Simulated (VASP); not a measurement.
Given:

```yaml
crystal:
  lattice:
    - [3.27153, 0.00000, 0.00000]
    - [-1.63577, 2.83323, 0.00000]
    - [0.00000, 0.00000, 19.75468]
  atoms:
    - { symbol: W, position: [0.66667, 0.33333, 0.50000] }
    - { symbol: Se, position: [0.33333, 0.66667, 0.58480] }
    - { symbol: Se, position: [0.33333, 0.66667, 0.41520] }
```

Calculation: PBEsol GGA, VASP's PBE PAW potentials (set 64) (plane waves; VASP). Numerical set-up: PREC = Normal, 400 eV cut-off, 12×12×1 Γ-centred mesh, Gaussian smearing of 0.050 eV, potentials W_sv Se.

Problem. What does the run give for the energy per atom (σ→0)?

Solution. 
| Quantity | Value |
|---|---|
| energy per atom (σ→0) | -7745 meV/atom |

The absolute energy has meaning only against runs of the same code, potentials and settings.

The cell is a sheet with vacuum, built from WSe2 (2H layered).
